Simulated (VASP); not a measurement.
The system is Be3Se2S.

```xyz
6
Lattice="-1.7963 5.3879 2.5386 1.7963 -5.3879 2.5386 1.7963 5.3879 -2.5386" Properties=species:S:1:pos:R:3 pbc="T T T"
Be    0.0000    1.7225    1.2238
Be    1.7963    3.6654   -1.3148
Be    0.0000    5.3879    1.3582
Se    0.0000    3.6049    0.0013
Se    0.0000    7.1708    0.0013
S     0.0000    0.0000    5.0767
```

The cell was built by a generator and needn't be a form met in nature.

Base run:

```yaml
Program: VASP 6.6.1
Functional: PBE
Potentials_or_basis: VASP PAW PBE potentials, release 64 (Be, Se, S)
Cutoff: 520 eV
k_mesh: 6 × 6 × 6
Occupations: gaussian, width 0.02 eV
Spin: no spin polarisation
```

Its results: band gap on the k mesh 2.68 eV, indirect (least direct gap 2.85 eV); pressure 0.0 GPa; largest force 0.004 eV/Å.

Problem. The run is repeated on the same cell with these changes: functional from PBE to HSE06; further incar settings from ALGO = Normal; EDIFF = 1e-06 to ALGO = Normal; EDIFF = 1e-05. What comes out?

Solution. Band gap on the k mesh 3.56 eV, indirect (least direct gap 3.74 eV); pressure -1.7 GPa; largest force 0.045 eV/Å.

Caveats: the PAW data sets were made with another functional, which shifts forces and pressure a little (some runs).

A k mesh can miss the band edges.

Not every run made on this cell is shown here.
